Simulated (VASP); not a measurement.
# Mg6CoBi (Amm2) in VASP: equation of state

How stiff is Mg6CoBi in PBE, and what volume does it want? The cell is scaled to several volumes.

All numbers are computed with VASP 6.6.1; they aren't measurements. Logs are shortened: lines on timing, memory, paths and dates and some standing lists are left out, and cuts for length are marked.

## (1) The crystal as given

The structure is orthorhombic, space group Amm2 (No. 38). Conventional cell: a = 4.850 Å, b = 6.300 Å, c = 11.063 Å, α = 90.00°, β = 90.00°, γ = 90.00°. Bi (site symmetry mm2) is surrounded by 10 Mg at 3.02 to 3.35 Å and 2 Co at 3.24 Å. Co (site symmetry mm2) is surrounded by 6 Mg at 2.72 to 2.88 Å. Mg (site symmetry mm2) has 10 Mg at 3.02 to 3.23 Å and 2 Bi at 3.15 Å as nearest neighbours. Around Mg (site symmetry m) lie 2 Co at 2.88 Å and 7 Mg at 2.94 to 3.23 Å and 1 Bi at 3.02 Å. Mg (site symmetry mm2) has 10 Mg at 3.02 to 3.24 Å and 2 Co at 3.17 Å as nearest neighbours. Mg (site symmetry m) has 1 Co at 2.72 Å and 6 Mg at 2.95 to 3.13 Å as nearest neighbours.

The cell comes from a database or a generator and needn't be the stable form of this composition.

## (2) Equation of state, PBE, collinear spin, ferromagnetic start, 19.86 Å³/atom (volume scaled by 0.94)

Input file INCAR:

```
SYSTEM = Mg6CoBi
PREC = Accurate ; ENCUT = 520
EDIFF = 1E-7 ; ISMEAR = -1
SIGMA = 0.05 ; LREAL = .FALSE.
LASPH = .TRUE. ; NELM = 150
ALGO = Normal ; ISIF = 2
LWAVE = .FALSE. ; LCHARG = .FALSE.
ISPIN = 2 ; MAGMOM = 0 2 0 0 0 0 0 0
LORBIT = 11 ; LMAXMIX = 4
GGA = PE ; NBANDS = 32
```

Input file KPOINTS:

```
Automatic mesh
0
G
  6 5 5
  0 0 0
```

Input file POSCAR:

```
Mg6CoBi
1.0
    4.7510935246      0.0000000000      0.0000000000
    0.0000000000      3.0855017946      5.4184997445
    0.0000000000     -3.0855017946      5.4184997445
Bi Co Mg
1 1 6
Direct
    0.5000000000      0.6710880000      0.6710880000
    0.0000000000      0.8646570000      0.8646570000
    0.5000000000      0.1697780000      0.1697780000
    0.5000000000      0.6759050000      0.1429530000
    0.5000000000      0.1429530000      0.6759050000
    0.0000000000      0.3324370000      0.3324370000
    0.0000000000      0.8371520000      0.3060300000
    0.0000000000      0.3060300000      0.8371520000
```

Potentials or basis: VASP PAW PBE potentials, release 64 (Bi_d, Co, Mg).

Launch:

```console
$ cat potpaw_PBE.64/Bi_d/POTCAR potpaw_PBE.64/Co/POTCAR potpaw_PBE.64/Mg/POTCAR > POTCAR
$ mpirun -np 1 vasp_std > vasp.out
```

OUTCAR:

```text
SYSTEM = Mg6CoBi
   PREC = Accurate
   ENCUT = 520
   EDIFF = 1E-7
   ISMEAR = -1
   LREAL = .FALSE.
   LASPH = .TRUE.
   NELM = 150
   ISIF = 2
   ISPIN = 2
   LORBIT = 11
   GGA = PE

 Found     36 irreducible k-points:

 Following reciprocal coordinates:
            Coordinates               Weight
  0.000000  0.000000  0.000000      1.000000
  0.166667  0.000000  0.000000      2.000000
  0.333333  0.000000  0.000000      2.000000
  0.500000  0.000000  0.000000      1.000000
  0.000000  0.200000  0.000000      4.000000
  0.166667  0.200000  0.000000      8.000000
   k-points           NKPTS =     36   k-points in BZ     NKDIM =     36   number of bands    NBANDS=     32
   number of dos      NEDOS =    301   number of ions     NIONS =      8
   total plane-waves  NPLWV =  82944
   dimension x,y,z NGX =    36 NGY =   48 NGZ =   48
   dimension x,y,z NGXF=    72 NGYF=   96 NGZF=   96
   ions per type =               1   1   6
   NGX,Y,Z   is equivalent  to a cutoff of  12.60, 12.80, 12.80 a.u.
   NGXF,Y,Z  is equivalent  to a cutoff of  25.19, 25.60, 25.60 a.u.
 SYSTEM =  Mg6CoBi
   PREC   = accura    normal or accurate (medium, high low for compatibility)
   ISTART =      0    job   : 0-new  1-cont  2-samecut
   ICHARG =      2    charge: 1-file 2-atom 10-const
   ISPIN  =      2    spin polarized calculation?
   LNONCOLLINEAR =      F non collinear calculations
   LSORBIT =      F    spin-orbit coupling
   LASPH  =      T    aspherical Exc in radial PAW
   ENCUT  =  520.0 eV  38.22 Ry    6.18 a.u.   8.83 11.59 11.59*2*pi/ulx,y,z
   NELM   =    150;   NELMIN=  2; NELMDL= -5     # of ELM steps
   EDIFF  = 0.1E-06   stopping-criterion for ELM
   LREAL  =      F    real-space projection
   EDIFFG = 0.1E-05   stopping-criterion for IOM
   NSW    =      0    number of steps for IOM
   IBRION =     -1    ionic relax: 0-MD 1-quasi-New 2-CG
   NFREE  =      0    steps in history (QN), initial steepest desc. (CG)
   ISIF   =      2    stress and relaxation
   ISYM   =      2    0-nonsym 1-usesym 2-fastsym
   POTIM  = 0.5000    time-step for ionic-motion
   TEBEG  =    0.0;   TEEND  =   0.0 temperature during run
   PSTRESS=    0.0 pullay stress
   NELECT =      36.0000    total number of electrons
   NUPDOWN=      -1.0000    fix difference up-down
   EMIN   =  10.00;   EMAX   =-10.00  energy-range for DOS
   EFERMI =   0.00;   METHOD = LEGACY
   ISMEAR =    -1;   SIGMA  =   0.05  broadening in eV -4-tet -1-fermi 0-gaus
   EFERMI_NEDOS =   21; number of points for ismear=-14 and -15
   IALGO  =     38    algorithm
   IMIX   =      4    mixing-type and parameters
     AMIX     =   0.40;   BMIX     =  1.00
     AMIX_MAG =   1.60;   BMIX_MAG =  1.00
  volume/ion in A,a.u.               =      19.86       134.01
  Fermi-wavevector in a.u.,A,eV,Ry     =   0.998082  1.886101 13.553682  0.996168
  Thomas-Fermi vector in A             =   2.130281
   LORBIT       =     11    0 simple, 1 ext, 2 COOP (PROOUT), +10 PAW based schemes
   GGA     = PE    functional components
   LHFCALC =     F    Hartree Fock is set to
   AEXX    =    0.0000 exact exchange contribution
   IVDW    =     0    specifies the selected vdW correction
   LEPSILON=     F    determine dielectric tensor
   LRPA    =     F    only Hartree local field effects (RPA)
 spin polarized calculation
  energy-cutoff  :      520.00
  volume of cell :      158.87
 maximum number of plane-waves:      4304
 NGX is ok and might be reduce to    36
   NGX = 17   NGY = 23   NGZ = 23

 number of electron      35.9999994 magnetization       0.8177772

 Free energy of the ion-electron system (eV)
  ---------------------------------------------------
  ext. energy  EPLUGINS =         0.00000000
  ---------------------------------------------------
  free energy    TOTEN  =       -19.17817975 eV

  energy without entropy =      -19.14230726  energy(sigma->0) =      -19.16024350

 E-fermi :   4.8287     XC(G=0):  -9.5622

 val. band max:        4.8222554278   @ k =   0.0000   0.2000   0.2000
 cond. band min:       4.8344440727   @ k =   0.3333  -0.4000   0.4000
 fundamental gap:      0.0121886449
 Fermi energy:         4.8287111870

 spin component 1

 k-point     1 :       0.0000    0.0000    0.0000
  band No.  band energies     occupation
      1     -17.9659      1.00000
      2     -17.9640      1.00000
      3     -17.9566      1.00000
      4     -17.9530      1.00000
      5     -17.9460      1.00000
      6      -6.7895      1.00000
[... 22 lines left out ...]
     29       9.4243      0.00000
     30       9.4955      0.00000

 k-point     2 :       0.1667    0.0000    0.0000
  band No.  band energies     occupation
      1     -17.9649      1.00000
      2     -17.9640      1.00000
      3     -17.9559      1.00000
      4     -17.9535      1.00000
      5     -17.9464      1.00000
      6      -6.7214      1.00000
[... 22 lines left out ...]
     29      10.7721      0.00000
     30      10.9285      0.00000

 k-point     3 :       0.3333    0.0000    0.0000
  band No.  band energies     occupation
      1     -17.9639      1.00000
      2     -17.9634      1.00000
      3     -17.9543      1.00000
      4     -17.9540      1.00000
      5     -17.9473      1.00000
      6      -6.5732      1.00000
[... 22 lines left out ...]
     29      12.2364      0.00000
     30      12.3535      0.00000

 k-point     4 :       0.5000    0.0000    0.0000
  band No.  band energies     occupation
      1     -17.9639      1.00000
      2     -17.9628      1.00000
      3     -17.9548      1.00000
      4     -17.9530      1.00000
      5     -17.9477      1.00000
      6      -6.4919      1.00000
[... 22 lines left out ...]
     29      12.6864      0.00000
     30      12.7990      0.00000

 k-point     5 :       0.0000    0.2000    0.0000
  band No.  band energies     occupation
      1     -17.9658      1.00000
      2     -17.9639      1.00000
      3     -17.9563      1.00000
      4     -17.9530      1.00000
      5     -17.9460      1.00000
      6      -6.7459      1.00000
[... 22 lines left out ...]
     29       9.4303      0.00000
     30      10.1102      0.00000

 k-point     6 :       0.1667    0.2000    0.0000
  band No.  band energies     occupation
      1     -17.9648      1.00000
      2     -17.9639      1.00000
      3     -17.9556      1.00000
      4     -17.9535      1.00000
      5     -17.9464      1.00000
      6      -6.6804      1.00000
[... 22 lines left out ...]
     29      10.0912      0.00000
     30      10.7682      0.00000

 [... further k-points ...]

 spin component 2

 k-point     1 :       0.0000    0.0000    0.0000
  band No.  band energies     occupation
      1     -17.9657      1.00000
      2     -17.9619      1.00000
      3     -17.9563      1.00000
      4     -17.9530      1.00000
      5     -17.9465      1.00000
      6      -6.7959      1.00000
[... 22 lines left out ...]
     29       9.4916      0.00000
     30       9.5232      0.00000

 k-point     2 :       0.1667    0.0000    0.0000
  band No.  band energies     occupation
      1     -17.9647      1.00000
      2     -17.9618      1.00000
      3     -17.9557      1.00000
      4     -17.9534      1.00000
      5     -17.9469      1.00000
      6      -6.7279      1.00000
[... 22 lines left out ...]
     29      10.8096      0.00000
     30      10.9227      0.00000

 k-point     3 :       0.3333    0.0000    0.0000
  band No.  band energies     occupation
      1     -17.9629      1.00000
      2     -17.9617      1.00000
      3     -17.9543      1.00000
      4     -17.9541      1.00000
      5     -17.9478      1.00000
      6      -6.5797      1.00000
[... 22 lines left out ...]
     29      12.2243      0.00000
     30      12.3684      0.00000

 k-point     4 :       0.5000    0.0000    0.0000
  band No.  band energies     occupation
      1     -17.9623      1.00000
      2     -17.9617      1.00000
      3     -17.9547      1.00000
      4     -17.9530      1.00000
      5     -17.9482      1.00000
      6      -6.4984      1.00000
[... 22 lines left out ...]
     29      12.6768      0.00000
     30      12.7812      0.00000

 k-point     5 :       0.0000    0.2000    0.0000
  band No.  band energies     occupation
      1     -17.9656      1.00000
      2     -17.9618      1.00000
      3     -17.9561      1.00000
      4     -17.9530      1.00000
      5     -17.9465      1.00000
      6      -6.7522      1.00000
[... 22 lines left out ...]
     29       9.4680      0.00000
     30      10.1316      0.00000

 k-point     6 :       0.1667    0.2000    0.0000
  band No.  band energies     occupation
      1     -17.9646      1.00000
      2     -17.9617      1.00000
      3     -17.9555      1.00000
      4     -17.9534      1.00000
      5     -17.9469      1.00000
      6      -6.6868      1.00000
[... 22 lines left out ...]
     29      10.1056      0.00000
     30      10.8036      0.00000

 [... further k-points ...]

 [bands above 30 left out]

------------------------ aborting loop because EDIFF is reached ----------------------------------------

  FORCE on cell =-STRESS in cart. coord.  units (eV):
  Direction    XX          YY          ZZ          XY          YZ          ZX
  --------------------------------------------------------------------------------------
  -------------------------------------------------------------------------------------
  Total        3.8539101      3.6335992      3.6024018      0.0000000      0.0000000      0.0000000
  in kB       38.8672424     36.6453752     36.3307444      0.0000000      0.0000000      0.0000000
  external PRESSURE =      37.2811207 kB  Pullay stress =       0.0000000 kB

 VOLUME and BASIS-vectors are now :
 -----------------------------------------------------------------------------
  energy-cutoff  :      520.00
  volume of cell :      158.87
      direct lattice vectors                 reciprocal lattice vectors
     4.751093525  0.000000000  0.000000000     0.210477860  0.000000000  0.000000000
     0.000000000  3.085501795  5.418499745     0.000000000  0.162048196  0.092276465
     0.000000000 -3.085501795  5.418499745     0.000000000 -0.162048196  0.092276465

 POSITION                                       TOTAL-FORCE (eV/Angst)
 -----------------------------------------------------------------------------------
      2.37555      0.00000      7.27258         0.000000     -0.000000     -0.061017
      0.00000      0.00000      9.37029         0.000000     -0.000000     -0.103368
      2.37555      0.00000      1.83988         0.000000     -0.000000     -0.043615
      2.37555      1.64442      4.43698         0.000000     -0.063909      0.037527
      2.37555     -1.64442      4.43698         0.000000      0.063909      0.037527
      0.00000      0.00000      3.60262         0.000000     -0.000000     -0.021058
      0.00000      1.63878      6.19433         0.000000     -0.080720      0.077003
      0.00000     -1.63878      6.19433         0.000000      0.080720      0.077003
 -----------------------------------------------------------------------------------
    total drift:                                0.000000     -0.000000     -0.000389

  FREE ENERGIE OF THE ION-ELECTRON SYSTEM (eV)
  ---------------------------------------------------
  free  energy   TOTEN  =       -19.1781797513 eV

  energy  without entropy=      -19.1423072578  energy(sigma->0) =      -19.16024350

 total charge

# of ion       s       p       d       tot
------------------------------------------
    1        1.483   1.558   9.919  12.960
    2        0.372   0.239   7.365   7.976
    3        0.222   0.146   0.020   0.388
    4        0.209   0.150   0.022   0.380
    5        0.209   0.150   0.022   0.380
    6        0.210   0.152   0.014   0.375
    7        0.209   0.149   0.021   0.380
    8        0.209   0.149   0.021   0.380
--------------------------------------------------
tot          3.122   2.693  17.404  23.220

 magnetization (x)

# of ion       s       p       d       tot
------------------------------------------
    1        0.007  -0.010  -0.000  -0.004
    2        0.013  -0.000   0.949   0.962
    3        0.001   0.003  -0.000   0.004
    4       -0.003  -0.003  -0.001  -0.008
    5       -0.003  -0.003  -0.001  -0.008
    6       -0.003  -0.004  -0.000  -0.006
    7       -0.002  -0.002  -0.001  -0.004
    8       -0.002  -0.002  -0.001  -0.004
--------------------------------------------------
tot          0.008  -0.021   0.944   0.930
```

Run time: 6.8 min. Hardware: 1 thread of Intel Xeon Platinum 8488C (Sapphire Rapids), shared host; peak memory 0.53 GiB.

Results:

- Free energy: -19.1782 eV
- Pressure: 3.7 GPa
- Largest force: 0.112 eV/Å
- Band gap on the k mesh: none (metal or under the smearing width)
- Net moment: 0.82 μB per cell
- Site moments: Bi -0.00; Co +0.96; Mg +0.00, -0.01, -0.00 μB
- Valence electrons inside the program's atomic spheres: Bi 12.96; Co 7.98; Mg 0.39, 0.38

Caveat: spin-orbit coupling is left out, which moves the levels of the heavy elements.

## (3) Equation of state, PBE, collinear spin, ferromagnetic start, 20.28 Å³/atom (volume scaled by 0.96)

Input file INCAR:

```
PREC = Accurate ; ENCUT = 520
EDIFF = 1E-7 ; ISMEAR = -1
SIGMA = 0.05 ; LREAL = F
LASPH = T ; NELM = 100
ALGO = Normal ; ISIF = 2
LWAVE = F ; LCHARG = F
ISPIN = 2 ; MAGMOM = 0 2 0 0 0 0 0 0
LORBIT = 11 ; LMAXMIX = 4
GGA = PE ; NBANDS = 32
```

Input file KPOINTS:

```
Automatic mesh
0
Gamma
  6 5 5
```

Edit POSCAR of step 2 so:

```diff
@@ -2,5 +2,5 @@
 1.0
-    4.7510935246      0.0000000000      0.0000000000
-    0.0000000000      3.0855017946      5.4184997445
-    0.0000000000     -3.0855017946      5.4184997445
+    4.7845530321      0.0000000000      0.0000000000
+    0.0000000000      3.1072313964      5.4566594507
+    0.0000000000     -3.1072313964      5.4566594507
 Bi Co Mg
```

Potentials or basis: VASP PAW PBE potentials, release 64 (Bi_d, Co, Mg).

Launch:

```console
$ cat potpaw_PBE.64/Bi_d/POTCAR potpaw_PBE.64/Co/POTCAR potpaw_PBE.64/Mg/POTCAR > POTCAR
$ mpirun -np 1 vasp_std > vasp.out
```

It took 7.7 min on 1 thread of Intel Xeon Platinum 8488C (Sapphire Rapids), shared host; peak memory 0.54 GiB.

The run converged. Its results:

```
Free energy                                           : -19.2445 eV
Pressure                                              : 2.6 GPa
Largest force                                         : 0.087 eV/Å
Band gap on the k mesh                                : none (metal or under the smearing width)
Net moment                                            : 0.89 μB per cell
Site moments                                          : Bi -0.00; Co +1.04; Mg +0.00, -0.01, -0.00 μB
Valence electrons inside the program's atomic spheres : Bi 12.95; Co 7.96; Mg 0.38, 0.37
```

Caveat: spin-orbit coupling is left out, which moves the levels of the heavy elements.

## (4) Equation of state, PBE, collinear spin, ferromagnetic start, 20.70 Å³/atom (volume scaled by 0.98)

Input file INCAR:

```
SYSTEM = Mg6CoBi
PREC     = Accurate       ! precision mode
ENCUT    = 520            ! plane-wave cutoff, eV
EDIFF    = 1E-7           ! SCF threshold, eV
ISMEAR   = -1             ! smearing method
SIGMA    = 0.05           ! smearing width, eV
LREAL    = .False.        ! projectors in reciprocal space
LASPH    = .True.         ! aspherical terms in the spheres
NELM     = 150            ! most SCF steps
ALGO     = Normal         ! electronic algorithm
ISIF     = 2              ! what is computed and relaxed
LWAVE    = .False.        ! write WAVECAR
LCHARG   = .False.        ! write CHGCAR
ISPIN    = 2              ! spin polarisation
MAGMOM   = 0 2 0 0 0 0 0 0 ! initial moments
LORBIT   = 11             ! projections on sites
LMAXMIX  = 4              ! l up to which the mixer works
GGA      = PE             ! functional
NBANDS   = 32             ! bands
```

Input file KPOINTS:

```
Automatic mesh
0
Gamma
  6 5 5
  0 0 0
```

Edit POSCAR of step 3 so:

```diff
@@ -2,5 +2,5 @@
 1.0
-    4.7845530321      0.0000000000      0.0000000000
-    0.0000000000      3.1072313964      5.4566594507
-    0.0000000000     -3.1072313964      5.4566594507
+    4.8175509923      0.0000000000      0.0000000000
+    0.0000000000      3.1286612556      5.4942927740
+    0.0000000000     -3.1286612556      5.4942927740
 Bi Co Mg
```

Launch:

```console
$ cat potpaw_PBE.64/Bi_d/POTCAR potpaw_PBE.64/Co/POTCAR potpaw_PBE.64/Mg/POTCAR > POTCAR
$ mpirun -np 1 vasp_std > vasp.out
```

It took 11 min on 1 thread of Intel Xeon Platinum 8488C (Sapphire Rapids), shared host; peak memory 0.52 GiB.

Results (log left out):

```yaml
Free_energy: -19.2871 eV
Pressure: 1.5 GPa
Largest_force: 0.065 eV/Å
Band_gap_on_the_k_mesh: none (metal or under the smearing width)
Net_moment: 0.96 μB per cell
Site_moments: Bi -0.00; Co +1.11; Mg +0.00, -0.01, -0.00 μB
Valence_electrons_inside_the_program's_atomic_spheres: Bi 12.93; Co 7.93; Mg 0.38, 0.37, 0.36
```

Caveat: spin-orbit coupling is left out, which moves the levels of the heavy elements.

## (5) Equation of state, PBE, collinear spin, ferromagnetic start, 21.55 Å³/atom (volume scaled by 1.02)

Input file INCAR:

```
SYSTEM = Mg6CoBi
PREC = Accurate ; ENCUT = 520
EDIFF = 1E-7 ; ISMEAR = -1
SIGMA = 0.05 ; LREAL = .FALSE.
LASPH = .TRUE. ; NELM = 120
ALGO = Normal ; ISIF = 2
LWAVE = .FALSE. ; LCHARG = .FALSE.
ISPIN = 2 ; MAGMOM = 0 2 0 0 0 0 0 0
LORBIT = 11 ; LMAXMIX = 4
GGA = PE ; NBANDS = 32
```

Input file KPOINTS:

```
Automatic mesh
0
G
  6 5 5
  0 0 0
```

Edit POSCAR of step 4 so:

```diff
@@ -2,5 +2,5 @@
 1.0
-    4.8175509923      0.0000000000      0.0000000000
-    0.0000000000      3.1286612556      5.4942927740
-    0.0000000000     -3.1286612556      5.4942927740
+    4.8822238235      0.0000000000      0.0000000000
+    0.0000000000      3.1706617205      5.5680504716
+    0.0000000000     -3.1706617205      5.5680504716
 Bi Co Mg
```

Launch:

```console
$ cat potpaw_PBE.64/Bi_d/POTCAR potpaw_PBE.64/Co/POTCAR potpaw_PBE.64/Mg/POTCAR > POTCAR
$ mpirun -np 1 vasp_std > vasp.out
```

Run time: 10 min. Hardware: 1 thread of Intel Xeon Platinum 8488C (Sapphire Rapids), shared host; peak memory 0.55 GiB.

Results (log left out):

```yaml
Free_energy: -19.3101 eV
Pressure: -0.3 GPa
Largest_force: 0.130 eV/Å
Band_gap_on_the_k_mesh: none (metal or under the smearing width)
Net_moment: 1.08 μB per cell
Site_moments: Bi -0.00; Co +1.24; Mg +0.01, -0.01, -0.00 μB
Valence_electrons_inside_the_program's_atomic_spheres: Bi 12.90; Co 7.90; Mg 0.36, 0.35
```

Caveat: spin-orbit coupling is left out, which moves the levels of the heavy elements.

(Part 1 of 2 ends here.)
